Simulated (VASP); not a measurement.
Energy against volume of ZrC (rock salt). All values below come from optB86b-vdW, VASP's PBE PAW potentials (set 64) (plane waves; VASP).

```csv
V (Å³/atom),E (eV/atom)
12.172,-8.02166
12.560,-8.04993
12.948,-8.05879
13.337,-8.05097
13.725,-8.02879
```

**Question.** Fit a third-order Birch-Murnaghan equation of state.

**Answer.** 
```json
{
 "volume_per_atom": "12.95 Å^3/atom",
 "bulk_modulus": "229 GPa",
 "pressure_derivative_of_the_bulk_modulus": "4.03",
 "lattice_constant_a": "4.697 Å"
}
```

Measured: a 4.696 Å (computed value off by +0.0 %), as given by Guo-Xu Zhang et al., New Journal of Physics (2018), doi:10.1088/1367-2630/aac7f0. The calculation is for a static lattice, while the measured a holds thermal and zero-point effects, which are part of the difference.

The compound is ZrC in the rock salt structure. It was relaxed first.
